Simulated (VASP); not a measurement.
The system is PtSe2 (Sudovikovite).

```
Pt Se
1.0
     3.72400    0.00000    0.00000
    -1.86200    3.22508    0.00000
     0.00000    0.00000    5.06200
Pt Se
1 2
Cartesian
  0.0000 0.0000 0.0000
  0.0000 2.1501 1.2655
  1.8620 1.0750 3.7965
```

```yaml
Program: VASP 6.6.1
Task: relaxation of cell and atoms
Functional: PBE
Potentials_or_basis: VASP PAW PBE potentials, release 64 (Pt, Se)
Cutoff: 600 eV
k_mesh: 9 × 9 × 5
Occupations: gaussian, width 0.03 eV
Spin: no spin polarisation
```

At the start: pressure 7.3 GPa; volume 20.27 Å³/atom.

Problem. How do energy, volume and symmetry change on relaxing?

Solution. Over 22 steps the energy falls by 38.6 meV/atom and the volume is 25.95 Å³/atom (+28.0 %); space group P-3m1 (No. 164, to 0.05 Å).

The path:
```tsv
step	energy change (eV)	largest force (eV/Å)	pressure (GPa)	volume (Å³)
1	0.0000	0.5734	7.34	60.80
2	0.0982	0.9668	-8.15	69.33
3	-0.0737	0.1286	0.01	63.96
4	-0.0737	0.1165	0.13	63.89
5	-0.0737	0.1042	0.26	63.83
6	-0.0754	0.0994	0.24	64.03
7	-0.0801	0.0724	0.21	64.61
8	-0.0875	0.0096	0.21	65.77
9	-0.0962	0.1190	0.46	68.10
10	-0.0864	0.4935	1.75	72.75
11	-0.0948	0.3135	1.12	70.26
12	-0.0958	0.2997	1.02	70.45
13	-0.0983	0.2585	0.70	71.01
14	-0.1019	0.1793	0.09	72.15
15	-0.1036	0.0297	-0.98	74.42
16	-0.1067	0.0151	-0.90	74.96
17	-0.1132	0.0200	-0.62	76.53
18	-0.1138	0.0528	0.13	79.53
19	-0.1157	0.0273	-0.21	78.01
20	-0.1157	0.0285	-0.21	78.09
21	-0.1158	0.0109	0.03	77.79
22	-0.1159	0.0043	-0.01	77.84
```

Final structure:
```
Pt Se
1.0
     3.75293    0.00000    0.00000
    -1.87646    3.25013    0.00000
     0.00000    0.00000    6.38171
Pt Se
1 2
Direct
  0.00000 0.00000 0.00000
  0.33333 0.66667 0.20455
  0.66667 0.33333 0.79545
```

Caveat: the volume moved by over 15 % at a fixed basis, so the end points are rough; this functional lacks dispersion, which binds the layers, so the pressure and a relaxed spacing across them are unreliable, and here the layers came unbound; the volume moved by +28 % from the deposited cell, more than functionals usually miss.
